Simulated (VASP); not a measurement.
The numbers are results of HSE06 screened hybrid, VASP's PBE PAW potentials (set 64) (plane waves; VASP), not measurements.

The input files of a VASP run:

**KPOINTS_OPT**
```
named points and PBE's band edges
7
Reciprocal
  0.000000   0.000000   0.000000 1 ! GAMMA
  0.000000   0.000000   0.500000 1 ! A
  0.333330   0.333330   0.000000 1 ! K
  0.333330   0.333330   0.500000 1 ! H
  0.500000   0.000000   0.000000 1 ! M
  0.500000   0.000000   0.500000 1 ! L
  0.055560   0.000000   0.000000 1 ! near an edge
```

### KPOINTS
```
Regular mesh
0
Gamma
  4 4 4
0 0 0
```

### INCAR
```
! general
SYSTEM  =Cd2SeS
PREC    =Accurate
ENCUT   =400
LREAL   =.False.
LASPH   =.True.
ISYM    =3

! electronic loop
EDIFF   =1E-6
NELM    =60
ALGO    =Normal
LMAXMIX =4

! smearing
ISMEAR  =0
SIGMA   =0.05

! functional
GGA     =PE
LHFCALC =.True.
AEXX    =0.25
HFSCREEN=0.2
PRECFOCK=Fast

! ions
ISIF    =2

! output
LWAVE   =.False.
LCHARG  =.False.
```

### POSCAR
```
Cd2SeS
4.284190
  1.0000000014   0.0000000000   0.0000000000
 -0.5000000007   0.8660253872   0.0000000000
  0.0000000000   0.0000000000   1.6322719951
Cd Se S
2 1 1
Cartesian
 -0.5000000007   0.8660253872   0.7989183592
 -0.0000005000   0.5773505468   0.0168136520
 -0.0000005000   0.5773505468   1.0222809949
 -0.5000000007   0.8660253872   0.1990624436
```

POTCAR, in this order: Cd Se S (PBE.64 set). Program: vasp_std. Read from the step before: WAVECAR.

Q: What does the run give for the energy per atom (σ→0), pressure, band gap (over the mesh, the named points and PBE's band edges)?

A: 
The energy per atom (σ→0) is -3.611 eV/atom and the band gap (over the mesh, the named points and PBE's band edges) is 1.66 eV. The pressure comes out as -1.26 GPa.

OSZICAR:
```
...
DAV:   5    -0.144430958579E+02    0.14869E-03   -0.22918E-04   632   0.103E-01    0.341E-01
DAV:   6    -0.144430510208E+02    0.44837E-04   -0.37662E-05   632   0.476E-02    0.197E-01
DAV:   7    -0.144430337465E+02    0.17274E-04   -0.81058E-06   650   0.250E-02    0.113E-01
DAV:   8    -0.144430277882E+02    0.59582E-05   -0.32865E-06   644   0.148E-02    0.647E-02
DAV:   9    -0.144430259276E+02    0.18606E-05   -0.11659E-06   490   0.894E-03    0.374E-02
DAV:  10    -0.144430253405E+02    0.58713E-06   -0.51746E-07   382   0.612E-03
   1 F= -.14443025E+02 E0= -.14443025E+02  d E =-.784204E-11
       N       E                     dE             ncg
```

The structure comes from a computed database's Cd2SeS entry (P3m1); how it stands against other phases isn't given here. It was relaxed first. The k-mesh is coarse (spacing up to 0.42 per Å, 2π included), so the numbers may not be converged in it.
